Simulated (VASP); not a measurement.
All values below come from PBEsol GGA, VASP's PBE PAW potentials (set 64) (plane waves; VASP).

VASP ran on this input.

### KPOINTS
```
Automatic mesh
0
G
 13 13 13
```

### INCAR
```
SYSTEM = FeAl
PREC = Accurate
ENCUT = 500
EDIFF = 1E-6
NELM = 100
ALGO = Normal
LREAL = .FALSE.
LASPH = .TRUE.
ISMEAR = 1
SIGMA = 0.1
GGA = PS
LMAXMIX = 4
LWAVE = .FALSE.
LCHARG = .FALSE.
IBRION = 2
ISIF = 3
NSW = 40
EDIFFG = -0.02
PSTRESS = 450
```

POSCAR:
```
FeAl
1
    2.6901921571     0.0000000000    -0.0000000000
   -0.0000000000     2.6901921571     0.0000000000
   -0.0000000000    -0.0000000000     2.6901921571
Al Fe
1 1
Direct
  0.5000000000   0.5000000000   0.5000000000
  0.0000000000   0.0000000000   0.0000000000
```

POTCAR, in this order: Al Fe (PBE.64 set). Program: vasp_std.

What VASP printed:

File OSZICAR:
```
       N       E                     dE             d eps       ncg     rms          rms(c)
DAV:   1     0.341377635729E+02    0.34138E+02   -0.51369E+03  1520   0.126E+03
DAV:   2    -0.142388467749E+02   -0.48377E+02   -0.46439E+02  1528   0.191E+02
DAV:   3    -0.153856354134E+02   -0.11468E+01   -0.11309E+01  1805   0.402E+01
DAV:   4    -0.154063227454E+02   -0.20687E-01   -0.20662E-01  1916   0.486E+00
DAV:   5    -0.154067366445E+02   -0.41390E-03   -0.41388E-03  1830   0.599E-01    0.171E+01
DAV:   6    -0.159068358710E+02   -0.50010E+00   -0.58225E+01  1699   0.131E+02    0.134E+01
DAV:   7    -0.133535372778E+02    0.25533E+01   -0.24543E+01  1673   0.779E+01    0.277E+00
DAV:   8    -0.132935303258E+02    0.60007E-01   -0.23981E-01  1840   0.718E+00    0.118E+00
DAV:   9    -0.132784468343E+02    0.15083E-01   -0.28258E-02  2053   0.236E+00    0.313E-01
DAV:  10    -0.132782734236E+02    0.17341E-03   -0.61058E-04  1979   0.397E-01    0.217E-01
DAV:  11    -0.132782466977E+02    0.26726E-04   -0.53037E-05  1630   0.893E-02    0.228E-02
DAV:  12    -0.132782471011E+02   -0.40337E-06   -0.15115E-06  1072   0.200E-02
   1 F= -.78099533E+01 E0= -.78099285E+01  d E =-.780995E+01
```

File OUTCAR:
```
------------------------ aborting loop because EDIFF is reached ----------------------------------------
  FORCE on cell =-STRESS in cart. coord.  units (eV):
  Direction    XX          YY          ZZ          XY          YZ          ZX
  --------------------------------------------------------------------------------------
  Total        5.4669444      5.4669444      5.4669444     -0.0000000     -0.0000000      0.0000000
  in kB      449.8889571    449.8889571    449.8889571     -0.0000000     -0.0000000      0.0000000
  external PRESSURE =      -0.1110429 kB  Pullay stress =     450.0000000 kB
  volume of cell :       19.47
      direct lattice vectors                 reciprocal lattice vectors
     2.690192157  0.000000000  0.000000000     0.371720658  0.000000000  0.000000000
     0.000000000  2.690192157  0.000000000     0.000000000  0.371720658  0.000000000
     0.000000000  0.000000000  2.690192157     0.000000000  0.000000000  0.371720658
 POSITION                                       TOTAL-FORCE (eV/Angst)
 -----------------------------------------------------------------------------------
      1.34510      1.34510      1.34510         0.000000      0.000000      0.000000
      0.00000      0.00000      0.00000         0.000000      0.000000      0.000000
 -----------------------------------------------------------------------------------
    total drift:                               -0.000000      0.000000     -0.000000
  FREE ENERGIE OF THE ION-ELECTRON SYSTEM (eV)
  ---------------------------------------------------
  free  energy   TOTEN  =       -13.2782471011 eV

  energy  without entropy=      -13.2781726011  energy(sigma->0) =      -13.27822227
  enthalpy is  TOTEN    =        -7.8099533287 eV   P V=        5.4682937724

 reached required accuracy - stopping structural energy minimisation
```
(Selected blocks of OUTCAR.)

The compound is FeAl in the CsCl type structure. It was relaxed first under an external pressure of 45 GPa. The run is not spin-polarised, so no magnetic state was tried. The electron count is odd and the run is not spin-polarised, which forces a metal.
